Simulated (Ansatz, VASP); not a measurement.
**GaP: VASP beside Ansatz**

Aim: how closely do two programs agree when they are given the same cell, functional and k mesh? The cell is taken from a series of runs on this material, whose earlier steps may have relaxed, scaled, displaced or heated it; both programs get it as it stands.

Program: Ansatz 0.2.0. Level of theory: plane waves, with VASP 6.6.1 beside it; zone-centre phonons at r2SCAN. Results are calculated unless marked as measured.

## 1. Set-up

It takes space group F-43m (No. 216, cubic). The conventional cell has a = 5.452 Å, b = 5.452 Å, c = 5.452 Å, α = 90.00°, β = 90.00°, γ = 90.00°. Ga has 4 P at 2.36 Å nearest. Nearest to P lie 4 Ga at 2.36 Å. Farther neighbours are not listed.

## 2. Ansatz: zone-centre phonons, r2SCAN

Ansatz runs on its default PAW (the set named soft_2) files.

Second derivatives magnify differences that forces hide, and they need a tight electronic threshold.

The input, input.yaml:

```yaml
crystal:
  lattice:
    - [0.0, 2.7257521127, 2.7257521127]
    - [2.7257521127, 0.0, 2.7257521127]
    - [2.7257521127, 2.7257521127, 0.0]
  atoms:
    - { symbol: Ga, position: [0.0, 0.0, 0.0] }
    - { symbol: P, position: [0.25, 0.25, 0.25] }
kpoints:
  mp_grid: { grid: [8, 8, 8] }
hamiltonian:
  xc: r2scan
scf:
  occupations: { method: fixed }
output:
  eigenvalues: true
phonons:
  method: dfpt
  dielectric: true
  rigid_motions: translations
```

On the command line:

```
$ ansatz run input.yaml --threads 4 --pin off --max-ram 7168MiB --backend cpu --events-out ev --progress --plain --runs-dir out
```

Numbers of over 12 decimals in the logs are rounded to 6 here.

Output:

```text
Engine: ansatz 0.2.0, x86_64-unknown-linux-gnu
Pseudopotentials: kind: paw
Pseudopotential: Ga, paw, valence charge 13, recommended cutoff 500 eV (meta_gga), Ga.paw.azcp
Pseudopotential: P, paw, valence charge 5, recommended cutoff 500 eV (meta_gga), P.paw.azcp
Functional definition: r2SCAN
  parameter k0 = 0.174
  parameter k1 = 0.065
  parameter a1 = 4.9479
  exchange = r2scan_x(k0 = k0, k1 = k1, a1 = a1)
  correlation = r2scan_c
Crystal: 2 atoms, lattice volume = 40.503 Å³
Basis set: ecut = 500 eV, 965 PW (Γ), exchange–correlation on 150×150×150 points (125 copies of the dense FFT grid, shifted against one another)
Bands: 13, of which v1, the nominal top of the filled ones, is band 9 counted from 1 (8 counted from 0)
Symmetry: 24 space group operations
k-points: 95 of 512 (irreducible under 4 space group operations, time reversal used)
Non-local potential: Ga, projectors of the file, l = 0: 2, l = 1: 2, l = 2: 3, l = 3: 1
Non-local potential: P, projectors of the file, l = 0: 2, l = 1: 2, l = 2: 2
PAW form: soft (Blöchl's): semilocal exchange-correlation on the pseudo side does not see the compensation charge
PAW frozen core: Ga, regenerated for the run's functional (the file was generated under x = pbe(κ = 0.804, μ = 0.219515), c = pbe(β = 0.066725))
PAW frozen core: P, regenerated for the run's functional (the file was generated under x = pbe(κ = 0.804, μ = 0.219515), c = pbe(β = 0.066725))
PAW one-centre angular grid: Ga, 590 points (default); XC on 160 Gauss nodes
PAW one-centre angular grid: P, 302 points (default); XC on 160 Gauss nodes
Initial density: superposition of atomic densities (neutral atoms: chi_scale 0, normalization atom), corrected by the library's trained network
Initial wavefunctions: pseudopotential atomic-orbital guess
Functional: x = r2scan, c = r2scan; τ floored in thin density (d = 2e-4 eV/Å³)
SCF iter   1: F=—  HF=-4550.473718 eV  |F-HF|=—  |Δ(HF+E_count)|=         —  Δρ=8.75e-3  dr2=1.84e-2  dr2_τ=7.34e-3  ethr=1.77e-3  ⟨swp⟩=5.0  Hψ=6621  notcnv=0  defer=177
preconditioner: auto → none  [insulator: Δε(μ)=1.829 eV  Ē_g=16.399 eV  n_scr=14 (ndim 8)  ℏωp=24.8 eV  f_vac=0.013  ε∞_Penn≈3.3]
SCF iter   2: F=—  HF=-4550.484157 eV  |F-HF|=—  |Δ(HF+E_count)|=   1.04e-2  Δρ=2.32e-3  dr2=3.08e-3  dr2_τ=9.71e-5  ethr=1.02e-4  ⟨swp⟩=2.9  Hψ=3173  notcnv=0  defer=179
SCF iter   3: F=—  HF=-4550.482633 eV  |F-HF|=—  |Δ(HF+E_count)|=   1.52e-3  Δρ=1.72e-3  dr2=5.14e-4  dr2_τ=7.41e-6  ethr=1.71e-5  ⟨swp⟩=2.4  Hψ=2331  notcnv=0  defer=181
SCF iter   4: F=—  HF=-4550.482863 eV  |F-HF|=—  |Δ(HF+E_count)|=   2.30e-4  Δρ=2.43e-4  dr2=4.15e-5  dr2_τ=4.96e-7  ethr=2.85e-6  ⟨swp⟩=2.9  Hψ=2264  notcnv=0  defer=180
SCF iter   5: F=—  HF=-4550.482851 eV  |F-HF|=—  |Δ(HF+E_count)|=   1.17e-5  Δρ=8.32e-5  dr2=2.45e-6  dr2_τ=2.90e-8  ethr=2.30e-7  ⟨swp⟩=2.0  Hψ=1529  notcnv=0  defer=128
SCF iter   6: F=—  HF=-4550.482851 eV  |F-HF|=—  |Δ(HF+E_count)|=   5.40e-7  Δρ=9.68e-6  dr2=3.77e-8  dr2_τ=3.41e-9  ethr=1.36e-8  ⟨swp⟩=2.0  Hψ=2090  notcnv=0  defer=120
SCF iter   7: F=—  HF=-4550.482851 eV  |F-HF|=—  |Δ(HF+E_count)|=   3.93e-7  Δρ=2.59e-6  dr2=2.31e-9  dr2_τ=4.85e-11  ethr=2.09e-10  ⟨swp⟩=2.0  Hψ=2090  notcnv=0  defer=106
SCF iter   8: F=-4550.482851 eV  HF=-4550.482851 eV  |F-HF|=4.55e-12  |Δ(HF+E_count)|=  2.73e-12  Δρ=3.04e-7  dr2=2.84e-11  dr2_τ=2.64e-13  ethr=1.00e-12  ⟨swp⟩=9.3  Hψ=9989  notcnv=0
SCF 1 converged in 8 iterations: F = -4550.482851 eV  dr2 = 2.84e-11
  greatest PAW one-centre occupation: 0.993 electrons in one spin orbital (limit 2), on the Ga atom at site 0 (counted from 0), in its partial waves of l = 2
DFPT response loops at Γ: preconditioner auto → none (the input reference at scf.mixing.eps_inf says where Resta's filter doesn't serve); β = 0.50; Broyden in place of MSR1
── the response to a field inside a basis, on 8×8×8 k-points: an SCF that follows is theirs, and a resumed run solves both again ──
Bands: 10, of which v1, the nominal top of the filled ones, is band 9 counted from 1 (8 counted from 0)
k-points: 60 of 512 (irreducible under 6 space group operations, time reversal used)
Initial density: handed on by an earlier stage of this run
Initial wavefunctions: pseudopotential atomic-orbital guess (no wavefunctions were taken with the density)
Eigensolver: Dense (60 Hₖ)
SCF iter   1: F=—  HF=-4550.482448 eV  |F-HF|=—  |Δ(HF+E_count)|=         —  Δρ=8.71e-5  dr2=3.12e-6  dr2_τ=2.55e-7  ethr=1.00e-1
preconditioner: auto → none  [insulator: Δε(μ)=2.057 eV  Ē_g=13.836 eV  n_scr=14 (ndim 8)  ℏωp=24.8 eV  f_vac=0.008  ε∞_Penn≈4.2]
SCF iter   2: F=—  HF=-4550.482449 eV  |F-HF|=—  |Δ(HF+E_count)|=   6.13e-7  Δρ=4.36e-5  dr2=3.50e-7  dr2_τ=8.06e-8  ethr=1.73e-8
SCF iter   3: F=-4550.482449 eV  HF=-4550.482449 eV  |F-HF|=7.84e-8  |Δ(HF+E_count)|=   2.78e-7  Δρ=1.71e-5  dr2=5.63e-8  dr2_τ=1.11e-8  ethr=1.94e-9
SCF 1 converged in 3 iterations: F = -4550.482449 eV  dr2 = 5.63e-8
DFPT response loops at Γ: mixed as the last ones told, above
WARN: field response: ε∞ stands inside a basis, on 8×8×8 points; the force constants stand on the 8×8×8 k-mesh, whose period is 11.44 times the interband length at k = (0.0000, 0.0000, 0.0000), direct gap 2.360 eV, under 14: take them and everything formed from them as unconverged, and compare with a denser kpoints.mp_grid
SCF converged after 8 iterations
Free energy (F): -4550.482851 eV
Harris-Foulkes:  -4550.482851 eV  (|F-HF|=4.55e-12)
Internal energy: -4550.482851 eV  (E = F + TS)
E sigma→0 (E₀):  -4550.482851 eV
Fermi energy:    6.892705 eV
--- Per-component energies (eV) ---
  E_band       = -67.729779
  E_kinetic    = 185.463956
  E_local      = -2203.067124  (includes V_loc(G=0)·N_el)
  E_nonlocal   = 460.450450
  E_hartree    = 1020.626207
  E_xc         = -120.980846
  E_vxc        = -124.821507  (∫ρ·V_xc dr)
  E_paw        = -2579.828399  (= ΣΔE_a)
  E_vpaw       = -433.022852  (= ΣTr[D̂ρ^β])
  E_aug_tail   = -0.000042  (compensation charges beyond the density's cutoff)
  E_vtau       = 6.015056  (kinetic-family band-sum trace: ∫τ·v_τ [+ j·A + Jᵃ·Aᵃ] dr)
  E_ewald      = -1312.403141
  E_core_change = -0.743912  (= ΣΔE_core)
  E_smearing   = -0.000000  (= −TS)
  E_closure    = -0.000000  (closes the sum)
  Σ components = -4550.482851   (vs F -4550.482851, Δ=0.00e0)
--- Band table (eV; the first three rows and the last of 95) ---
  k-point 0: bands = [... 5 lower, -6.1288, 6.8927, 6.8927, 6.8927, 9.2531, 11.0659, 11.0659, 11.0659]
  k-point 1: bands = [... 5 lower, -5.9153, 5.2687, 6.6539, 6.6539, 9.7829, 11.4318, 11.4318, 11.7501]
  k-point 2: bands = [... 5 lower, -5.3133, 2.9269, 6.2013, 6.2013, 9.4357, 11.9615, 11.9615, 13.7793]
  k-point 94: bands = [... 5 lower, -2.9401, 0.1563, 3.1829, 3.3527, 11.9255, 12.1854, 13.4341, 13.4749]
--- Phonons (Γ-DFPT): 2 representative perturbations + reference, on 95 of 512 k-points (Σ response iterations 11) ---
  k mesh reduced under 4 symmetry operations, with k and −k counted as one. Each operation leaves every solved perturbation unchanged. A smaller set is not considered because the functional reads the kinetic-energy density
  ASR residual: 6.827e-5 → 0.000e0 eV/Å²; symmetrization residual: 1.053e-5 eV/Å²
  ASR residual per site (eV/Å²): 2.24e-5 6.83e-5
  Γ frequencies (cm⁻¹): 0.00 0.00 0.00 359.66 359.66 359.66
  ε∞ (high-frequency dielectric tensor):
        9.363588    -0.000000     0.000000
       -0.000000     9.363588     0.000000
        0.000000     0.000000     9.363588
  ε⁰ (static dielectric tensor: ions relaxed, cell fixed):
       11.384281    -0.000000     0.000000
       -0.000000    11.384281     0.000000
        0.000000     0.000000    11.384281
  ε⁰ − ε∞ (ionic part):
        2.020693    -0.000000     0.000000
       -0.000000     2.020693     0.000000
        0.000000     0.000000     2.020693
  softest optical mode at Γ: 359.66 cm⁻¹; the repairs (sum rule, projections) moved no ω² at Γ by more than (1.07 cm⁻¹)²
  Born effective charges Z* (e; rows j = field, columns β = displacement):
    site 0:
         2.14811   -0.00000    0.00000
        -0.00000    2.14811    0.00000
         0.00000    0.00000    2.14811
    site 1:
        -2.14811    0.00000   -0.00000
         0.00000   -2.14811   -0.00000
        -0.00000   -0.00000   -2.14811
  Z* charge neutrality: 8.125e-4 e pre-enforcement
  solved inside a basis spanned on kpoints, on 8×8×8 k-points, its susceptibility summed on 12×12×12: ε∞ is read to err by 2.8e-2, Z* by 1.4e-2 e (field_mesh: kpoints solves on kpoints); Z* is corrected for what the basis lacks
  optical modes at Γ without the LO–TO term, one row a degenerate level:
      ω (cm⁻¹)  modes    IR ((D/Å)²/amu)
        359.66      3            14.8916
  optical modes at Γ + LO–TO along q̂ = [1.0000, 0.0000, 0.0000]:
      ω (cm⁻¹)  modes    IR ((D/Å)²/amu)
        359.66      2             9.9277
        396.58      1             4.9639
  optical modes at Γ + LO–TO along q̂ = [0.0000, 1.0000, 0.0000]:
      ω (cm⁻¹)  modes    IR ((D/Å)²/amu)
        359.66      2             9.9277
        396.58      1             4.9639
  optical modes at Γ + LO–TO along q̂ = [0.0000, 0.0000, 1.0000]:
      ω (cm⁻¹)  modes    IR ((D/Å)²/amu)
        359.66      2             9.9277
        396.58      1             4.9639
```

(Part 1 of 2 ends here.)

[Lines on the potential files, build, host, timing and source positions are cut from VASP's logs without a mark.]

[Logs are printed without paths, hosts, clocks, repeated set-up lines and the standing remarks that a program may print on its own settings, such as how far it seeks lower states.]

[Hosts, paths, dates, database ids (printed as entryN), source tags and the programs' standing remarks are cut or masked in the printed files.]
